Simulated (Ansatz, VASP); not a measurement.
## SiO2 (Cristobalite) in two plane-wave programs

Wanted: the spread between two codes on one cell, functional and k mesh. The cell is taken from a series of runs on this material, whose earlier steps may have relaxed, scaled, displaced or heated it; both programs get it as it stands.

Calculated with Ansatz 0.2.0; plane waves, with VASP 6.6.1 beside it; zone-centre phonons at LDA.

## 1. Set-up

The structure is tetragonal, space group P4_12_12 (No. 92). The conventional cell has a = 4.855 Å, b = 4.855 Å, c = 6.694 Å, α = 90.00°, β = 90.00°, γ = 90.00°. Nearest to O lie 2 Si at 1.61 Å. Nearest to Si lie 4 O at 1.61 Å. Farther neighbours and most contacts between anions are not listed.

Coordinates:

```cif
data_structure
_symmetry_space_group_name_H-M 'P 1'
_symmetry_Int_Tables_number 1
_cell_length_a 4.8548
_cell_length_b 4.8548
_cell_length_c 6.6940
_cell_angle_alpha 90.000
_cell_angle_beta 90.000
_cell_angle_gamma 90.000
_cell_volume 157.78
loop_
_atom_site_label
_atom_site_type_symbol
_atom_site_fract_x
_atom_site_fract_y
_atom_site_fract_z
_atom_site_occupancy
O1 O 0.23311 0.13245 0.19254 1
O2 O 0.36755 0.73311 0.44254 1
O3 O 0.76689 0.86755 0.69254 1
O4 O 0.63245 0.26689 0.94254 1
O5 O 0.73311 0.36755 0.55746 1
O6 O 0.86755 0.76689 0.30746 1
O7 O 0.26689 0.63245 0.05746 1
O8 O 0.13245 0.23311 0.80746 1
Si9 Si 0.31417 0.31417 0.00000 1
Si10 Si 0.18583 0.81417 0.25000 1
Si11 Si 0.68583 0.68583 0.50000 1
Si12 Si 0.81417 0.18583 0.75000 1
```

## 2. VASP: zone-centre phonons, LDA

Second derivatives magnify differences that forces hide, and they need a tight electronic threshold.

Lines of VASP's logs that name or quote its potential files are left out, and so is its time.

INCAR reads:

```
SYSTEM = SiO2
PREC = Accurate
ENCUT = 600
EDIFF = 1E-08
NELM = 120
ISMEAR = 0
SIGMA = 0.01
LREAL = .FALSE.
ALGO = Normal
GGA = CA
NBANDS = 44
LORBIT = 11
LWAVE = .FALSE.
LCHARG = .FALSE.
ISIF = 2
IBRION = 8
LEPSILON = .TRUE.
LASPH = .TRUE.
GGA_COMPAT = .FALSE.
EFERMI = MIDGAP
KPAR = 2
```

POSCAR reads:

```
SiO2
1.0
    4.8548425445      0.0000000000      0.0000000000
    0.0000000000      4.8548425445      0.0000000000
    0.0000000000      0.0000000000      6.6940440757
O Si
8 4
Direct
    0.2331099270      0.1324455656      0.1925388980
    0.3675544344      0.7331099270      0.4425388980
    0.7668900730      0.8675544344      0.6925388980
    0.6324455656      0.2668900730      0.9425388980
    0.7331099270      0.3675544344      0.5574611020
    0.8675544344      0.7668900730      0.3074611020
    0.2668900730      0.6324455656      0.0574611020
    0.1324455656      0.2331099270      0.8074611020
    0.3141660005      0.3141660005      0.0000000000
    0.1858339995      0.8141660005      0.2500000000
    0.6858339995      0.6858339995      0.5000000000
    0.8141660005      0.1858339995      0.7500000000
```

KPOINTS reads:

```
Automatic mesh
0
Gamma
4 4 4
0 0 0
```

The projector-augmented-wave data sets are O and Si (LDA family, release 64).

Run with:

```
$ mpirun -np 2 vasp_std
```

Numbers of over 12 decimals in the logs are rounded to 6 here.

The log of the run:

```text
[banner, memory and clock lines left out]
running    2 mpi-ranks, on    1 nodes
 distrk:  each k-point on    1 cores,    2 groups
 distr:  one band on    1 cores,    1 groups

 POSCAR found type information on POSCAR O Si
 POSCAR found :  2 types and      12 ions
 LDA part: xc-table for (Slater(with rela. corr.)+CA(PZ))
 , standard interpolation
 POSCAR, INCAR and KPOINTS ok, starting setup
 FFT: planning ... GRIDC
 FFT: planning ... GRID_SOFT
 FFT: planning ... GRID
 WAVECAR not read
 entering main loop
       N       E                     dE             d eps       ncg     rms          rms(c)
DAV:   1     0.403849983635E+03    0.40385E+03   -0.36092E+04  1584   0.150E+03
DAV:   2    -0.872056443392E+02   -0.49106E+03   -0.47463E+03  1976   0.325E+02
DAV:   3    -0.116604703023E+03   -0.29399E+02   -0.29265E+02  1960   0.835E+01
DAV:   4    -0.116980494668E+03   -0.37579E+00   -0.37512E+00  1960   0.104E+01
DAV:   5    -0.116986716425E+03   -0.62218E-02   -0.62181E-02  1960   0.131E+00    0.301E+01
DAV:   6    -0.104084428187E+03    0.12902E+02   -0.49269E+01  1828   0.324E+01    0.151E+01
DAV:   7    -0.103873900399E+03    0.21053E+00   -0.14249E+00  1888   0.512E+00    0.523E+00
DAV:   8    -0.103757268314E+03    0.11663E+00   -0.77330E-02  1936   0.170E+00    0.200E+00
DAV:   9    -0.103737739856E+03    0.19528E-01   -0.26905E-02  1992   0.101E+00    0.297E-01
DAV:  10    -0.103738365640E+03   -0.62578E-03   -0.29306E-03  1892   0.269E-01    0.110E-01
DAV:  11    -0.103738296941E+03    0.68699E-04   -0.60994E-04  1920   0.130E-01    0.199E-02
DAV:  12    -0.103738299394E+03   -0.24533E-05   -0.21207E-05  1820   0.206E-02    0.787E-03
DAV:  13    -0.103738299327E+03    0.67622E-07   -0.51749E-06  1936   0.109E-02    0.311E-03
DAV:  14    -0.103738299430E+03   -0.10360E-06   -0.14844E-07  1872   0.210E-03    0.848E-04
DAV:  15    -0.103738299441E+03   -0.11010E-07   -0.24922E-08  1512   0.771E-04    0.311E-04
DAV:  16    -0.103738299440E+03    0.13060E-08   -0.25738E-09  1060   0.274E-04
   1 F= -.10373830E+03 E0= -.10373830E+03  d E =0.000000E+00
 Linear response reoptimize wavefunctions to high precision
DAV:   1    -0.103738299440E+03   -0.10550E-09   -0.29189E-09  1032   0.262E-04
DAV:   2    -0.103738299440E+03    0.65484E-10   -0.22696E-10  1008   0.781E-05
 Linear response G [H, r] |phi>, progress :
  Direction:   1
       N       E                     dE             d eps       ncg     rms
RMM:   1    -0.244954638496E+03   -0.24495E+03    0.21814E+02  3665   0.965E+01
RMM:   2    -0.227202409053E+03    0.17752E+02   -0.14968E+01  2736   0.187E+01
RMM:   3    -0.227328404613E+03   -0.12600E+00   -0.28070E-01  2856   0.231E+00
RMM:   4    -0.227333415454E+03   -0.50108E-02   -0.70604E-03  2968   0.367E-01
RMM:   5    -0.227333550833E+03   -0.13538E-03   -0.38564E-04  3016   0.684E-02
RMM:   6    -0.227333559068E+03   -0.82341E-05   -0.11576E-04  3064   0.171E-02
RMM:   7    -0.227333559450E+03   -0.38234E-06   -0.10758E-04  3118   0.896E-03
RMM:   8    -0.227333559340E+03    0.10997E-06   -0.10666E-04  3107   0.772E-03
RMM:   9    -0.227333558478E+03    0.86243E-06   -0.88198E-05  3020   0.757E-03
RMM:  10    -0.227333558554E+03   -0.76217E-07   -0.58374E-05  2897   0.754E-03
RMM:  11    -0.227333558789E+03   -0.23553E-06   -0.10630E-04  2900   0.758E-03
 Linear response G [H, r] |phi>, progress :
  Direction:   2
       N       E                     dE             d eps       ncg     rms
RMM:   1    -0.242445669575E+03   -0.24245E+03    0.24071E+02  3594   0.963E+01
RMM:   2    -0.231693288724E+03    0.10752E+02   -0.13222E+01  2749   0.181E+01
RMM:   3    -0.231805801638E+03   -0.11251E+00   -0.22871E-01  2823   0.215E+00
RMM:   4    -0.231810361082E+03   -0.45594E-02   -0.63402E-03  2948   0.349E-01
RMM:   5    -0.231810475132E+03   -0.11405E-03   -0.43564E-04  3019   0.632E-02
RMM:   6    -0.231810479550E+03   -0.44173E-05   -0.18682E-04  3086   0.163E-02
RMM:   7    -0.231810481326E+03   -0.17765E-05   -0.19446E-04  3124   0.912E-03
RMM:   8    -0.231810479499E+03    0.18266E-05   -0.17404E-04  3116   0.806E-03
RMM:   9    -0.231810477926E+03    0.15730E-05   -0.11808E-04  2988   0.793E-03
RMM:  10    -0.231810478505E+03   -0.57826E-06   -0.12782E-04  2900   0.791E-03
RMM:  11    -0.231810477965E+03    0.53997E-06    0.76475E-05  2903   0.794E-03
 Linear response G [H, r] |phi>, progress :
  Direction:   3
       N       E                     dE             d eps       ncg     rms
RMM:   1    -0.242158892819E+03   -0.24216E+03    0.24048E+02  3567   0.967E+01
RMM:   2    -0.229378635647E+03    0.12780E+02   -0.14224E+01  2699   0.185E+01
RMM:   3    -0.229508715760E+03   -0.13008E+00   -0.26039E-01  2832   0.224E+00
RMM:   4    -0.229513769865E+03   -0.50541E-02   -0.72381E-03  2966   0.367E-01
RMM:   5    -0.229513902388E+03   -0.13252E-03   -0.31195E-04  2994   0.669E-02
RMM:   6    -0.229513908305E+03   -0.59169E-05   -0.22246E-05  3056   0.167E-02
[...]
RMM:  14    -0.645633882180E+00   -0.85411E-07   -0.75279E-08  2345   0.368E-04    0.455E-06
 change of polarisation eV/A/(eV/A) component  3 :    -0.012    -0.002     1.207
 dielectric tensor                  component  3 :    -0.013    -0.003     2.384
 Linear response DOF=           5
 Linear response progress:
  Degree of freedom:   1/  5
[...]
RMM:  16    -0.370206907637E+00   -0.54654E-09    0.61611E-07  6208   0.150E-04    0.234E-07
RMM:  17    -0.370206906255E+00    0.13822E-08    0.57393E-07  6321   0.149E-04    0.153E-07
RMM:  18    -0.370206907680E+00   -0.14254E-08    0.67959E-07  6440   0.149E-04    0.977E-08
 first order change of Fermi-energy  -0.14595E+00
 force on displaced ion       1 direction 2 :  -8.371 -42.008  20.612
 Born effective charge ion    1 direction 2 :  -0.185  -2.232   0.698
 Linear response progress:
  Degree of freedom:   3/  5
       N       E                     dE             d eps       ncg     rms          rms(c)
RMM:   1    -0.377826309883E+00   -0.37783E+00    0.34806E-01  6274   0.269E+00
RMM:   2    -0.368295246021E+00    0.95311E-02   -0.10156E-02  5264   0.446E-01    0.309E-01
RMM:   3    -0.368764172848E+00   -0.46893E-03   -0.24457E-03  5704   0.197E-01    0.166E-01
RMM:   4    -0.370329082838E+00   -0.15649E-02   -0.11350E-03  5393   0.138E-01    0.468E-02
RMM:   5    -0.370576611441E+00   -0.24753E-03   -0.78071E-05  5949   0.362E-02    0.206E-02
RMM:   6    -0.370403133872E+00    0.17348E-03   -0.32246E-05  5915   0.176E-02    0.368E-03
RMM:   7    -0.370450352025E+00   -0.47218E-04    0.43954E-06  6009   0.464E-03    0.152E-03
RMM:   8    -0.370442021262E+00    0.83308E-05    0.11178E-06  6014   0.142E-03    0.555E-04
RMM:   9    -0.370439037436E+00    0.29838E-05   -0.14679E-06  5997   0.511E-04    0.282E-04
RMM:  10    -0.370440162062E+00   -0.11246E-05   -0.66167E-07  5985   0.341E-04    0.643E-05
RMM:  11    -0.370440208277E+00   -0.46214E-07   -0.10675E-06  6024   0.188E-04    0.280E-05
RMM:  12    -0.370440306591E+00   -0.98314E-07   -0.10107E-06  6092   0.160E-04    0.828E-06
RMM:  13    -0.370440303348E+00    0.32429E-08   -0.99911E-07  6330   0.150E-04    0.273E-06
RMM:  14    -0.370440302657E+00    0.69045E-09   -0.10110E-06  6255   0.148E-04    0.101E-06
RMM:  15    -0.370440294229E+00    0.84287E-08   -0.10234E-06  6296   0.147E-04    0.588E-07
RMM:  16    -0.370440291198E+00    0.30312E-08   -0.94634E-07  6217   0.146E-04    0.216E-07
RMM:  17    -0.370440287899E+00    0.32988E-08   -0.94911E-07  6290   0.145E-04    0.134E-07
RMM:  18    -0.370440289033E+00   -0.11343E-08   -0.95257E-07  6401   0.145E-04    0.105E-07
RMM:  19    -0.370440290045E+00   -0.10120E-08   -0.96004E-07  6448   0.145E-04    0.736E-08
 first order change of Fermi-energy  -0.52033E-01
 force on displaced ion       1 direction 3 :   7.136  20.628 -26.574
 Born effective charge ion    1 direction 3 :   0.085   0.702  -1.610
 Linear response progress:
  Degree of freedom:   4/  5
       N       E                     dE             d eps       ncg     rms          rms(c)
RMM:   1    -0.480102789641E-01   -0.48010E-01   -0.20919E-02  9341   0.134E+00
RMM:   2    -0.258889819136E-01    0.22121E-01   -0.52740E-03  5580   0.393E-01    0.280E-01
RMM:   3    -0.252552499827E-01    0.63373E-03   -0.14755E-03  5830   0.124E-01    0.153E-01
RMM:   4    -0.249027013138E-01    0.35255E-03   -0.86407E-04  5963   0.750E-02    0.352E-02
RMM:   5    -0.248378976050E-01    0.64804E-04   -0.21852E-04  5964   0.199E-02    0.969E-03
RMM:   6    -0.248025260436E-01    0.35372E-04   -0.48421E-05  5900   0.108E-02    0.223E-03
RMM:   7    -0.247991118765E-01    0.34142E-05    0.51192E-06  6006   0.253E-03    0.117E-03
RMM:   8    -0.248015777881E-01   -0.24659E-05   -0.92702E-07  5948   0.119E-03    0.256E-04
RMM:   9    -0.248015442799E-01    0.33508E-07    0.21392E-07  5988   0.263E-04    0.151E-04
RMM:  10    -0.248015558524E-01   -0.11573E-07    0.13572E-06  5994   0.168E-04    0.369E-05
RMM:  11    -0.248016194816E-01   -0.63629E-07    0.88976E-07  6040   0.770E-05    0.148E-05
RMM:  12    -0.248015920222E-01    0.27459E-07    0.93320E-07  6100   0.565E-05    0.560E-06
RMM:  13    -0.248016094665E-01   -0.17444E-07    0.71947E-07  6223   0.493E-05    0.200E-06
RMM:  14    -0.248015991222E-01    0.10344E-07    0.83157E-07  6097   0.481E-05    0.578E-07
RMM:  15    -0.248016127415E-01   -0.13619E-07    0.65828E-07  5966   0.474E-05    0.274E-07
RMM:  16    -0.248016102661E-01    0.24753E-08    0.70316E-07  5933   0.471E-05    0.135E-07
RMM:  17    -0.248016153191E-01   -0.50529E-08    0.64482E-07  6021   0.469E-05    0.732E-08
 first order change of Fermi-energy   0.56202E-01
 force on displaced ion       9 direction 1 : -45.900   0.294   1.801
 Born effective charge ion    9 direction 1 :   3.305   0.027  -0.370
 Linear response progress:
  Degree of freedom:   5/  5
       N       E                     dE             d eps       ncg     rms          rms(c)
RMM:   1    -0.542765382095E-01   -0.54277E-01   -0.53107E-02  9375   0.138E+00
RMM:   2    -0.278443366313E-01    0.26432E-01   -0.48411E-03  5581   0.413E-01    0.293E-01
RMM:   3    -0.269651581241E-01    0.87918E-03   -0.12140E-03  5885   0.131E-01    0.164E-01
RMM:   4    -0.264858744241E-01    0.47928E-03   -0.14157E-03  6033   0.962E-02    0.349E-02
RMM:   5    -0.263914696686E-01    0.94405E-04   -0.33241E-04  6008   0.241E-02    0.131E-02
RMM:   6    -0.263458111628E-01    0.45659E-04   -0.67545E-05  5911   0.151E-02    0.351E-03
RMM:   7    -0.263437046681E-01    0.21065E-05   -0.91912E-06  6032   0.384E-03    0.202E-03
RMM:   8    -0.263471958360E-01   -0.34912E-05   -0.11202E-05  6009   0.193E-03    0.391E-04
RMM:   9    -0.263467705483E-01    0.42529E-06   -0.54868E-06  5992   0.404E-04    0.218E-04
RMM:  10    -0.263471524813E-01   -0.38193E-06   -0.63612E-06  5971   0.194E-04    0.613E-05
RMM:  11    -0.263471591308E-01   -0.66495E-08   -0.58258E-06  6075   0.854E-05    0.213E-05
RMM:  12    -0.263471018073E-01    0.57323E-07   -0.56860E-06  6119   0.607E-05    0.894E-06
RMM:  13    -0.263470851303E-01    0.16677E-07   -0.54052E-06  6118   0.507E-05    0.333E-06
RMM:  14    -0.263470564015E-01    0.28729E-07   -0.55046E-06  6146   0.482E-05    0.167E-06
RMM:  15    -0.263469851434E-01    0.71258E-07   -0.45893E-06  6150   0.472E-05    0.813E-07
RMM:  16    -0.263469343067E-01    0.50837E-07   -0.41892E-06  5991   0.466E-05    0.246E-07
RMM:  17    -0.263469269831E-01    0.73235E-08   -0.40986E-06  5977   0.462E-05    0.105E-07
RMM:  18    -0.263468819467E-01    0.45036E-07   -0.36605E-06  6071   0.460E-05    0.486E-08
 first order change of Fermi-energy   0.43736E-06
 force on displaced ion       9 direction 3 :   1.823  -1.820 -50.676
 Born effective charge ion    9 direction 3 :   0.177  -0.177   3.220
 Born effective charges drift removed
 Linear response finished
```

[end of part 1 of 3]

[Lines on the potential files, build, host, timing and source positions are cut from VASP's logs without a mark.]

[Logs are printed without paths, hosts, clocks, repeated set-up lines and the standing remarks that a program may print on its own settings, such as how far it seeks lower states.]

[Hosts, paths, dates, database ids (printed as entryN), source tags and the programs' standing remarks are cut or masked in the printed files.]
